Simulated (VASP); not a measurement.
Input for VASP

File KPOINTS:
```
Automatic mesh
0
Gamma
8 8 6
0 0 0
```

**POSCAR**
```
Te2Au
1
    2.0679281890     3.5675242485    -0.0089424698
    2.0679281890    -3.5675242485     0.0089424698
    0.0000000000     0.0102701013    -5.0661984755
Te Au
2 1
Direct
  0.3269382238   0.6730617762   0.7109572455
  0.6730617762   0.3269382238   0.2890427545
  0.0000000000   0.0000000000   0.0000000000
```

INCAR:
```
SIGMA=0.1   ! width (eV)
ISIF=2
NSW=30
LREAL=.FALSE.
IBRION=1   ! quasi-Newton
NELM=100
ENCUT=400
LCHARG=.FALSE.
ALGO=Normal   ! blocked Davidson
SYSTEM=Te2Au
LMAXMIX=6   ! l cut-off of mixed one-centre charges
ISMEAR=1   ! Methfessel-Paxton
EDIFF=1E-8
EDIFFG=-0.001   ! ionic stop
LASPH=.TRUE.
LWAVE=.FALSE.
PREC=Accurate
```

POTCAR, in this order: Te Au (LDA.64 set). Program: vasp_std.

Task: Translate this LDA calculation to Quantum ESPRESSO's pw.x.

Result: One equivalent input (not run):
```
&CONTROL
  calculation = 'relax'
  pseudo_dir = './pseudo'
  outdir = './out'
  tprnfor = .true.
  tstress = .true.
  nstep = 30
  forc_conv_thr = 3.9e-05
/
&SYSTEM
  ibrav = 0
  nat = 3
  ntyp = 2
  ecutwfc = 82.3
  occupations = 'smearing'
  smearing = 'methfessel-paxton'
  degauss = 0.00735
  input_dft = 'pz'
/
&ELECTRONS
  conv_thr = 7.3e-10
  electron_maxstep = 100
/
&IONS
/
ATOMIC_SPECIES
  Te 127.600 Te.upf
  Au 196.967 Au.upf
CELL_PARAMETERS angstrom
     2.0679282    3.5675242   -0.0089425
     2.0679282   -3.5675242    0.0089425
     0.0000000    0.0102701   -5.0661985
ATOMIC_POSITIONS crystal
  Te   0.3269382  0.6730618  0.7109572
  Te   0.6730618  0.3269382  0.2890428
  Au   0.0000000  0.0000000  0.0000000
K_POINTS automatic
  8 8 6 0 0 0
```
The two are equivalent in intent, not identical: the potentials are each code's own (VASP's PAW set, PseudoDojo norm-conserving files in pw.x), so ENCUT and ecutwfc are chosen apart and not converted; conv_thr bounds pw.x's estimated SCF error, while EDIFF bounds the energy change between steps; forc_conv_thr acts on force components and is met together with etot_conv_thr.

The compound is Te2Au in the sg12 structure. This run relaxes the ions in a fixed cell. Symmetry was kept, so distortions that lower it aren't found. The start is the result of an earlier pass.
